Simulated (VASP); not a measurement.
Output of a VASP run:

OSZICAR:
```
       N       E                     dE             d eps       ncg     rms          rms(c)
DAV:   1    -0.912553719197E+03   -0.91255E+03   -0.10088E+04   120   0.115E+03
DAV:   2    -0.104689079113E+04   -0.13434E+03   -0.13179E+03   148   0.311E+02
DAV:   3    -0.104942457345E+04   -0.25338E+01   -0.25306E+01   169   0.408E+01
DAV:   4    -0.104943554845E+04   -0.10975E-01   -0.10974E-01   141   0.311E+00
DAV:   5    -0.281703431585E+02    0.10213E+04   -0.56850E+00   120   0.240E+01    0.209E+01
DAV:   6    -0.272378710945E+02    0.93247E+00   -0.25535E+00   127   0.135E+01    0.792E+00
DAV:   7    -0.272380796778E+02   -0.20858E-03   -0.46645E-01   127   0.450E+00    0.332E+00
DAV:   8    -0.271950435040E+02    0.43036E-01   -0.42009E-02   134   0.162E+00    0.183E+00
DAV:   9    -0.271828896149E+02    0.12154E-01   -0.44528E-02   134   0.130E+00    0.112E+00
DAV:  10    -0.271833575878E+02   -0.46797E-03   -0.48386E-03   141   0.664E-01    0.512E-01
DAV:  11    -0.271820954117E+02    0.12622E-02   -0.36009E-03   141   0.442E-01    0.215E-01
DAV:  12    -0.271819854731E+02    0.10994E-03   -0.67075E-04   148   0.154E-01    0.135E-01
DAV:  13    -0.271819126240E+02    0.72849E-04   -0.51878E-05   156   0.745E-02    0.794E-02
DAV:  14    -0.271818861111E+02    0.26513E-04   -0.31110E-05   148   0.486E-02    0.466E-02
DAV:  15    -0.271818801387E+02    0.59724E-05   -0.58961E-06   141   0.187E-02    0.302E-02
DAV:  16    -0.271818785186E+02    0.16201E-05   -0.94266E-07    95   0.792E-03    0.198E-02
DAV:  17    -0.271818782292E+02    0.28948E-06   -0.55145E-07    81   0.606E-03
   1 F= -.27181878E+02 E0= -.27183643E+02  d E =0.529324E-02
```

**OUTCAR**
```
------------------------ aborting loop because EDIFF is reached ----------------------------------------
  FORCE on cell =-STRESS in cart. coord.  units (eV):
  Direction    XX          YY          ZZ          XY          YZ          ZX
  --------------------------------------------------------------------------------------
  Total       -2.8967189     -2.8967189     -6.1078784      0.0000000     -0.0000000      0.0000000
  in kB     -108.1351011   -108.1351011   -228.0083367      0.0000000     -0.0000000      0.0000000
  external PRESSURE =    -148.0928463 kB  Pullay stress =       0.0000000 kB
  volume of cell :       42.92
      direct lattice vectors                 reciprocal lattice vectors
    -1.637100000  1.637100000  4.003500000     0.000000000  0.305418117  0.124890721
     1.637100000 -1.637100000  4.003500000     0.305418117  0.000000000  0.124890721
     1.637100000  1.637100000 -4.003500000     0.305418117  0.305418117  0.000000000
 POSITION                                       TOTAL-FORCE (eV/Angst)
 -----------------------------------------------------------------------------------
      0.00000      0.00000      5.32465        -0.000000     -0.000000     -0.125904
      0.00000      0.00000      2.68235        -0.000000     -0.000000      0.125904
      0.00000      0.00000      0.00000         0.000000      0.000000      0.000000
 -----------------------------------------------------------------------------------
    total drift:                                0.000001      0.000001     -0.000001
  FREE ENERGIE OF THE ION-ELECTRON SYSTEM (eV)
  ---------------------------------------------------
  free  energy   TOTEN  =       -27.1818782292 eV

  energy  without entropy=      -27.1871714734  energy(sigma->0) =      -27.18364264

  exchange ACFDT corr.  =         0.00000000  see jH, gK, PRB 81, 115126
```
(Selected blocks of OUTCAR.)

**POSCAR**
```
MoSi2
1
   -1.6371000000     1.6371000000     4.0035000000
    1.6371000000    -1.6371000000     4.0035000000
    1.6371000000     1.6371000000    -4.0035000000
Si Mo
2 1
Direct
  0.6650000000   0.6650000000   0.0000000000
  0.3350000000   0.3350000000   0.0000000000
  0.0000000000   0.0000000000   0.0000000000
```

Problem. Write an INCAR and KPOINTS that could have produced this output.

Solution. One answer among several that fit: the input of the run itself, HSE06 screened hybrid, plane waves, VASP's PBE PAW potentials (set 64).

INCAR:
```
AEXX  =  0.25
ALGO  =  Normal
EDIFF  =  1E-6
ENCUT  =  400
GGA  =  PE
HFSCREEN  =  0.2
ISIF  =  2
ISMEAR  =  1
ISYM  =  3
LASPH  =  T
LCHARG  =  F
LHFCALC  =  T
LMAXMIX  =  4
LREAL  =  F
LWAVE  =  F
NELM  =  100
PREC  =  Accurate
PRECFOCK  =  Fast
SIGMA  =  0.1
SYSTEM  =  MoSi2
```

File KPOINTS:
```
Automatic mesh
0
Gamma
2 2 2
0 0 0
```

POTCAR, in this order: Si Mo_sv (PBE.64 set). Program: vasp_std.

The compound is MoSi2 in the MoSi2 type structure. The cell was not relaxed at this level. The k-mesh is coarse (spacing up to 1.36 per Å, 2π included), so the numbers may not be converged in it.
